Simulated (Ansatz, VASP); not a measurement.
**Li3OF in two plane-wave programs**

One calculation is typed for both programs; each brings its own data sets. How far apart do they land? The cell is generated by rule, not measured, and may not be a known phase. The cell is taken from a series of runs on this material, whose earlier steps may have relaxed, scaled, displaced or heated it; both programs get it as it stands.

Main program and level: Ansatz 0.2.0; plane waves, with VASP 6.6.1 beside it; zone-centre phonons at PBE.

The structure was built from a prototype and need not be the compound's stable phase.

### 1. The starting structure

It takes space group Pm-3m (No. 221, cubic). Conventional cell: a = 3.682 Å, b = 3.682 Å, c = 3.682 Å, α = 90.00°, β = 90.00°, γ = 90.00°. Nearest to F lie 12 Li at 2.60 Å. Nearest to O lie 6 Li at 1.84 Å. Nearest to Li lie 2 O at 1.84 Å. Farther neighbours and most contacts between anions are not listed.

Structure file:

```cif
data_structure
_symmetry_space_group_name_H-M 'Pm-3m'
_symmetry_Int_Tables_number 221
_cell_length_a 3.6820
_cell_length_b 3.6820
_cell_length_c 3.6820
_cell_angle_alpha 90.000
_cell_angle_beta 90.000
_cell_angle_gamma 90.000
_cell_volume 49.92
loop_
_atom_site_label
_atom_site_type_symbol
_atom_site_symmetry_multiplicity
_atom_site_Wyckoff_symbol
_atom_site_fract_x
_atom_site_fract_y
_atom_site_fract_z
_atom_site_occupancy
F1 F 1 a 0.00000 0.00000 0.00000 1
O1 O 1 b 0.50000 0.50000 0.50000 1
Li1 Li 3 c 0.50000 0.50000 0.00000 1
```

### 2. VASP: zone-centre phonons, PBE

Second derivatives magnify differences that forces hide, and they need a tight electronic threshold.

Lines of VASP's logs that name or quote its potential files are left out, and so is its time.

File INCAR:

```
SYSTEM = Li3OF
PREC = Accurate
ENCUT = 750
EDIFF = 1E-08
NELM = 120
ISMEAR = 0
SIGMA = 0.01
LREAL = .FALSE.
ALGO = Normal
GGA = PE
NBANDS = 17
LORBIT = 11
LWAVE = .FALSE.
LCHARG = .FALSE.
ISIF = 2
IBRION = 8
LEPSILON = .TRUE.
LASPH = .TRUE.
GGA_COMPAT = .FALSE.
EFERMI = MIDGAP
KPAR = 2
```

File POSCAR:

```
Li3OF
1.0
    3.6820237860      0.0000000000      0.0000000000
    0.0000000000      3.6820237860      0.0000000000
    0.0000000000      0.0000000000      3.6820237860
F O Li
1 1 3
Direct
    0.0000000000      0.0000000000      0.0000000000
    0.5000000000      0.5000000000      0.5000000000
    0.5000000000      0.5000000000      0.0000000000
    0.5000000000      0.0000000000      0.5000000000
    0.0000000000      0.5000000000      0.5000000000
```

File KPOINTS:

```
Automatic mesh
0
Gamma
6 6 6
0 0 0
```

The projector-augmented-wave data sets are F, O and Li_sv (PBE family, release 64).

On the command line:

```
mpirun -np 2 vasp_std
```

Numbers of over 12 decimals in the logs are rounded to 6 here.

The log of the run:

```text
[banner, memory and clock lines left out]
running    2 mpi-ranks, on    1 nodes
 distrk:  each k-point on    1 cores,    2 groups
 distr:  one band on    1 cores,    1 groups

 POSCAR found type information on POSCAR F O Li
 POSCAR found :  3 types and       5 ions
 LDA part: xc-table for (Slater+PW92), standard interpolation
 POSCAR, INCAR and KPOINTS ok, starting setup
 FFT: planning ... GRIDC
 FFT: planning ... GRID_SOFT
 FFT: planning ... GRID
 WAVECAR not read
 entering main loop
       N       E                     dE             d eps       ncg     rms          rms(c)
DAV:   1     0.150826279852E+03    0.15083E+03   -0.13306E+04   680   0.176E+03
DAV:   2    -0.127546543164E+02   -0.16358E+03   -0.15893E+03   859   0.383E+02
DAV:   3    -0.267740630910E+02   -0.14019E+02   -0.13950E+02  1308   0.784E+01
DAV:   4    -0.269626341408E+02   -0.18857E+00   -0.18848E+00   852   0.126E+01
DAV:   5    -0.269677048135E+02   -0.50707E-02   -0.50702E-02  1014   0.137E+00    0.104E+01
DAV:   6    -0.231500433101E+02    0.38177E+01   -0.11063E+01   716   0.225E+01    0.336E+00
DAV:   7    -0.231644287914E+02   -0.14385E-01   -0.97816E-01   997   0.539E+00    0.236E+00
DAV:   8    -0.231626855949E+02    0.17432E-02   -0.36656E-01   681   0.464E+00    0.100E+00
DAV:   9    -0.231451771700E+02    0.17508E-01   -0.10623E-01   693   0.183E+00    0.262E-01
DAV:  10    -0.231461302375E+02   -0.95307E-03   -0.96009E-03   826   0.620E-01    0.146E-01
DAV:  11    -0.231469854924E+02   -0.85525E-03   -0.49679E-03   739   0.444E-01    0.746E-02
DAV:  12    -0.231468961977E+02    0.89295E-04   -0.43008E-04   925   0.138E-01    0.227E-02
DAV:  13    -0.231468979801E+02   -0.17824E-05   -0.12444E-04   741   0.766E-02    0.105E-02
DAV:  14    -0.231468974982E+02    0.48191E-06   -0.77337E-06   924   0.204E-02    0.745E-03
DAV:  15    -0.231468962920E+02    0.12062E-05   -0.51957E-06   713   0.134E-02    0.126E-03
DAV:  16    -0.231468962284E+02    0.63565E-07   -0.35308E-07   869   0.392E-03    0.201E-04
DAV:  17    -0.231468962255E+02    0.29349E-08   -0.14422E-08   577   0.725E-04
   1 F= -.23146896E+02 E0= -.23146896E+02  d E =0.000000E+00
 Linear response reoptimize wavefunctions to high precision
DAV:   1    -0.231468962422E+02   -0.16743E-07   -0.85186E-10   470   0.234E-04
DAV:   2    -0.231468962423E+02   -0.64347E-10   -0.19131E-10   374   0.948E-05
 Linear response G [H, r] |phi>, progress :
  Direction:   1
       N       E                     dE             d eps       ncg     rms
RMM:   1    -0.675218463754E+02   -0.67522E+02    0.51476E+02   934   0.286E+02
RMM:   2    -0.748623497741E+02   -0.73405E+01   -0.35865E+01  1334   0.359E+01
RMM:   3    -0.758604356365E+02   -0.99809E+00   -0.79663E+00  1544   0.129E+01
RMM:   4    -0.761305600879E+02   -0.27012E+00   -0.16398E+00  1595   0.560E+00
RMM:   5    -0.761845477408E+02   -0.53988E-01   -0.30639E-01  1611   0.210E+00
RMM:   6    -0.761912887953E+02   -0.67411E-02   -0.60725E-02  1630   0.893E-01
RMM:   7    -0.761930716026E+02   -0.17828E-02   -0.15571E-02  1622   0.331E-01
RMM:   8    -0.761933216033E+02   -0.25000E-03   -0.42921E-03  1623   0.144E-01
RMM:   9    -0.761934788177E+02   -0.15721E-03    0.26907E-02  1636   0.687E-02
RMM:  10    -0.761934792440E+02   -0.42635E-06    0.17207E-02  1633   0.373E-02
RMM:  11    -0.761934721889E+02    0.70552E-05    0.16648E-02  1644   0.206E-02
RMM:  12    -0.761934721972E+02   -0.83069E-08    0.70810E-03  1602   0.122E-02
RMM:  13    -0.761934737329E+02   -0.15357E-05    0.66317E-03  1516   0.712E-03
RMM:  14    -0.761934829902E+02   -0.92573E-05    0.29037E-03  1450   0.441E-03
[...]
RMM:  22    -0.761934856910E+02    0.98708E-07    0.83154E-05  1086   0.250E-04
RMM:  23    -0.761934857418E+02   -0.50804E-07    0.41413E-05  1061   0.213E-04
RMM:  24    -0.761934857782E+02   -0.36401E-07    0.27004E-05  1034   0.188E-04
RMM:  25    -0.761934857065E+02    0.71751E-07    0.20753E-05   994   0.172E-04
RMM:  26    -0.761934856810E+02    0.25467E-07    0.15730E-05   966   0.162E-04
RMM:  27    -0.761934856737E+02    0.72695E-08    0.82438E-06   953   0.156E-04
RMM:  28    -0.761934856971E+02   -0.23380E-07    0.60781E-06   892   0.151E-04
RMM:  29    -0.761934856816E+02    0.15532E-07   -0.57989E-07   887   0.149E-04
 Linear response G [H, r] |phi>, progress :
  Direction:   2
       N       E                     dE             d eps       ncg     rms
[...]
RMM:  15    -0.223346127858E+00   -0.67554E-06   -0.31902E-05  2639   0.932E-04    0.722E-05
RMM:  16    -0.223345669029E+00    0.45883E-06   -0.23293E-05  2321   0.653E-04    0.138E-04
RMM:  17    -0.223346527259E+00   -0.85823E-06   -0.17413E-05  2340   0.516E-04    0.897E-05
RMM:  18    -0.223346829981E+00   -0.30272E-06   -0.11953E-05  2078   0.326E-04    0.856E-05
RMM:  19    -0.223347264766E+00   -0.43478E-06   -0.68203E-06  2238   0.256E-04    0.636E-05
RMM:  20    -0.223347332948E+00   -0.68182E-07   -0.19689E-06  1477   0.135E-04    0.616E-05
RMM:  21    -0.223347333074E+00   -0.12672E-09    0.13034E-07  1261   0.860E-05    0.625E-05
RMM:  22    -0.223347443160E+00   -0.11009E-06   -0.22359E-07  1594   0.798E-05    0.540E-05
 change of polarisation eV/A/(eV/A) component  3 :    -0.005    -0.010     0.400
 dielectric tensor                  component  3 :    -0.018    -0.037     2.449
[...]
Linear response progress:
  Degree of freedom:   2/  4
       N       E                     dE             d eps       ncg     rms          rms(c)
RMM:   1    -0.371574457744E+00   -0.37157E+00    0.22412E-01  2616   0.302E+00
RMM:   2    -0.366992633492E+00    0.45818E-02   -0.17060E-02  2610   0.494E-01    0.132E-01
RMM:   3    -0.369045977673E+00   -0.20533E-02   -0.38509E-03  2557   0.272E-01    0.683E-02
RMM:   4    -0.371330861350E+00   -0.22849E-02   -0.13296E-03  2588   0.207E-01    0.187E-02
RMM:   5    -0.371298634477E+00    0.32227E-04   -0.28364E-04  2942   0.659E-02    0.529E-03
RMM:   6    -0.371363009921E+00   -0.64375E-04   -0.33001E-05  2955   0.234E-02    0.241E-03
RMM:   7    -0.371354769231E+00    0.82407E-05   -0.11881E-05  2965   0.878E-03    0.952E-04
RMM:   8    -0.371361314588E+00   -0.65454E-05   -0.78177E-06  3018   0.356E-03    0.170E-04
RMM:   9    -0.371361405163E+00   -0.90575E-07    0.13382E-05  3142   0.137E-03    0.870E-05
RMM:  10    -0.371361580511E+00   -0.17535E-06    0.24643E-08  3036   0.618E-04    0.202E-05
RMM:  11    -0.371361719281E+00   -0.13877E-06    0.10128E-06  3211   0.234E-04    0.118E-05
RMM:  12    -0.371361819625E+00   -0.10034E-06   -0.44336E-07  3169   0.108E-04    0.517E-06
RMM:  13    -0.371361853715E+00   -0.34090E-07    0.15900E-07  3156   0.470E-05    0.122E-06
RMM:  14    -0.371361836293E+00    0.17422E-07    0.17423E-08  3114   0.214E-05    0.164E-06
RMM:  15    -0.371361852285E+00   -0.15992E-07    0.81240E-09  2904   0.113E-05    0.560E-07
RMM:  16    -0.371361859374E+00   -0.70893E-08    0.54475E-09  2810   0.649E-06    0.470E-08
 first order change of Fermi-energy  -0.68405E-03
 force on displaced ion       2 direction 1 : -11.368   0.000  -0.000
 Born effective charge ion    2 direction 1 :  -1.709   0.000   0.000
 Linear response progress:
  Degree of freedom:   3/  4
       N       E                     dE             d eps       ncg     rms          rms(c)
RMM:   1    -0.192040096410E+00   -0.19204E+00    0.28954E-02  3109   0.112E+01
RMM:   2    -0.195224259894E+00   -0.31842E-02   -0.16950E-02  3988   0.816E-01    0.383E-02
RMM:   3    -0.195485918833E+00   -0.26166E-03   -0.27967E-03  4547   0.297E-01    0.186E-02
RMM:   4    -0.195530812197E+00   -0.44893E-04   -0.50299E-04  4641   0.143E-01    0.379E-03
RMM:   5    -0.195556649479E+00   -0.25837E-04   -0.15580E-04  4840   0.635E-02    0.153E-03
RMM:   6    -0.195584698925E+00   -0.28049E-04   -0.76943E-05  4802   0.379E-02    0.804E-04
RMM:   7    -0.195594191744E+00   -0.94928E-05   -0.37199E-05  5005   0.194E-02    0.474E-04
RMM:   8    -0.195609126902E+00   -0.14935E-04   -0.16340E-05  4804   0.157E-02    0.141E-04
RMM:   9    -0.195611620119E+00   -0.24932E-05   -0.25114E-05  5097   0.133E-02    0.122E-04
RMM:  10    -0.195613796795E+00   -0.21767E-05   -0.24348E-05  4950   0.117E-02    0.122E-04
RMM:  11    -0.195611983140E+00    0.18137E-05   -0.22956E-05  4730   0.105E-02    0.234E-04
RMM:  12    -0.195616405281E+00   -0.44221E-05   -0.21205E-05  4442   0.948E-03    0.110E-04
RMM:  13    -0.195617540445E+00   -0.11352E-05   -0.18991E-05  5004   0.835E-03    0.113E-04
RMM:  14    -0.195618143189E+00   -0.60274E-06   -0.16891E-05  5264   0.741E-03    0.132E-04
RMM:  15    -0.195618047292E+00    0.95897E-07   -0.15719E-05  4863   0.668E-03    0.165E-04
RMM:  16    -0.195617783067E+00    0.26423E-06   -0.14857E-05  4580   0.607E-03    0.201E-04
RMM:  17    -0.195618734314E+00   -0.95125E-06   -0.14735E-05  4391   0.559E-03    0.188E-04
RMM:  18    -0.195620522428E+00   -0.17881E-05   -0.14249E-05  4591   0.522E-03    0.142E-04
RMM:  19    -0.195621455691E+00   -0.93326E-06   -0.14580E-05  4539   0.479E-03    0.128E-04
RMM:  20    -0.195621594464E+00   -0.13877E-06   -0.14323E-05  4807   0.441E-03    0.144E-04
RMM:  21    -0.195622634369E+00   -0.10399E-05   -0.13883E-05  4572   0.411E-03    0.124E-04
 first order change of Fermi-energy   0.10541E-03
 force on displaced ion       3 direction 1 :  -0.599   0.000   0.000
 Born effective charge ion    3 direction 1 :   0.975   0.000   0.000
 Linear response progress:
  Degree of freedom:   4/  4
       N       E                     dE             d eps       ncg     rms          rms(c)
RMM:   1    -0.165766420163E+00   -0.16577E+00    0.65313E+00  2053   0.189E+01
RMM:   2    -0.172747131774E+00   -0.69807E-02   -0.25106E-02  2483   0.965E-01    0.673E-02
RMM:   3    -0.173145149273E+00   -0.39802E-03   -0.58182E-03  2811   0.410E-01    0.324E-02
RMM:   4    -0.173348999498E+00   -0.20385E-03   -0.13618E-03  2905   0.201E-01    0.736E-03
RMM:   5    -0.173461988646E+00   -0.11299E-03   -0.29926E-04  3042   0.635E-02    0.568E-03
RMM:   6    -0.173584402303E+00   -0.12241E-03   -0.14189E-04  2966   0.376E-02    0.322E-03
RMM:   7    -0.173705475248E+00   -0.12107E-03   -0.13727E-04  2837   0.261E-02    0.679E-04
RMM:   8    -0.173703754300E+00    0.17209E-05   -0.18880E-04  3126   0.151E-02    0.282E-04
RMM:   9    -0.173702664280E+00    0.10900E-05   -0.22729E-04  3034   0.123E-02    0.112E-04
RMM:  10    -0.173705029296E+00   -0.23650E-05   -0.20495E-04  3204   0.105E-02    0.149E-04
RMM:  11    -0.173709504526E+00   -0.44752E-05   -0.17131E-04  2979   0.932E-03    0.118E-04
RMM:  12    -0.173714709090E+00   -0.52046E-05   -0.17268E-04  2873   0.862E-03    0.714E-05
RMM:  13    -0.173714897968E+00   -0.18888E-06   -0.14857E-04  3146   0.780E-03    0.112E-04
RMM:  14    -0.173717256422E+00   -0.23585E-05   -0.14125E-04  2865   0.728E-03    0.102E-04
[...]
RMM:  23    -0.173725708887E+00   -0.70986E-06   -0.10000E-04  2852   0.469E-03    0.217E-04
RMM:  24    -0.173726315464E+00   -0.60658E-06   -0.97564E-05  2877   0.447E-03    0.242E-04
RMM:  25    -0.173726666356E+00   -0.35089E-06   -0.88730E-05  2688   0.420E-03    0.260E-04
RMM:  26    -0.173727100259E+00   -0.43390E-06   -0.85730E-05  2875   0.406E-03    0.272E-04
RMM:  27    -0.173727348973E+00   -0.24871E-06   -0.83610E-05  2557   0.391E-03    0.292E-04
RMM:  28    -0.173727530997E+00   -0.18202E-06   -0.81407E-05  2623   0.377E-03    0.319E-04
RMM:  29    -0.173728091400E+00   -0.56040E-06   -0.77291E-05  3089   0.360E-03    0.327E-04
RMM:  30    -0.173728641713E+00   -0.55031E-06   -0.73673E-05  3235   0.347E-03    0.336E-04
 first order change of Fermi-energy   0.19226E-03
 force on displaced ion       3 direction 3 :   0.000  -0.000 -11.447
 Born effective charge ion    3 direction 3 :   0.000   0.000   1.044
 Born effective charges drift removed
 Linear response finished
```

(Part 1 of 3 ends here.)

[Lines on the potential files, build, host, timing and source positions are cut from VASP's logs without a mark.]

[Logs are printed without paths, hosts, clocks, repeated set-up lines and the standing remarks that a program may print on its own settings, such as how far it seeks lower states.]

[Hosts, paths, dates, database ids (printed as entryN), source tags and the programs' standing remarks are cut or masked in the printed files.]
